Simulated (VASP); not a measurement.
All values below come from PBEsol GGA, VASP's PBE PAW potentials (set 64) (plane waves; VASP).

VASP input:

KPOINTS:
```
K-points
0
Gamma
6 6 4
```

### INCAR
```
SYSTEM = SiO2
PREC = Accurate; ENCUT = 620; LREAL = F
LASPH = T
EDIFF = 1E-6; NELM = 100; ALGO = Normal
ISMEAR = 0; SIGMA = 0.05
GGA = PS
IBRION = 2; NSW = 40; ISIF = 3
EDIFFG = -0.02; PSTRESS = 200
LWAVE = F; LCHARG = F
```

**POSCAR**
```
SiO2
1.0
  2.3008265281  -3.9851489244   0.0000000000
  2.3008265281   3.9851489244   0.0000000000
  0.0000000000   0.0000000000   5.2149834445
Si O
3 6
Cart
  1.0209044916   1.7682586614   1.7383260765
  2.5598440735  -0.0000000000   5.2149834445
  1.0209044916  -1.7682586614   3.4766573680
  1.6108750003   0.3452478305   1.2677809208
  3.4972222008   1.2224349252   4.7444382887
  1.7943823832  -2.4174661687   2.2088712323
  3.4972222008  -1.2224349252   0.4705451558
  1.6108750003  -0.3452478305   3.9472025237
  1.7943823832   2.4174661687   3.0061122122
```

POTCAR, in this order: Si O (PBE.64 set). Program: vasp_std.

Energy and stress use the plane-wave basis of the starting cell.

Q: What does the run give for the energy per atom (σ→0), volume per atom, band gap (on the k-mesh)?

A: 
```yaml
energy per atom (σ→0): -778.3 kJ/mol of atoms
band gap (on the k-mesh): 6.50 eV
volume_per_atom: 9.55 Å^3/atom
```

### OSZICAR
```
...
  18 F= -.61868304E+02 E0= -.61868304E+02  d E =-.356869E-04
       N       E                     dE             d eps       ncg     rms          rms(c)
DAV:   1    -0.725972980621E+02    0.35481E-03   -0.11505E-02  1402   0.765E-01    0.408E-02
DAV:   2    -0.725973146751E+02   -0.16613E-04   -0.28884E-04  1627   0.114E-01    0.162E-02
DAV:   3    -0.725973086993E+02    0.59759E-05   -0.60578E-06  1627   0.216E-02    0.810E-03
DAV:   4    -0.725973071172E+02    0.15820E-05   -0.57961E-06  1622   0.188E-02    0.125E-03
DAV:   5    -0.725973071998E+02   -0.82598E-07   -0.88030E-07   871   0.686E-03
  19 F= -.61868361E+02 E0= -.61868361E+02  d E =-.930162E-04
```

The compound is SiO2 in the quartz structure. This run relaxes it under an external pressure of 20 GPa. Symmetry was kept, so distortions that lower it aren't found.
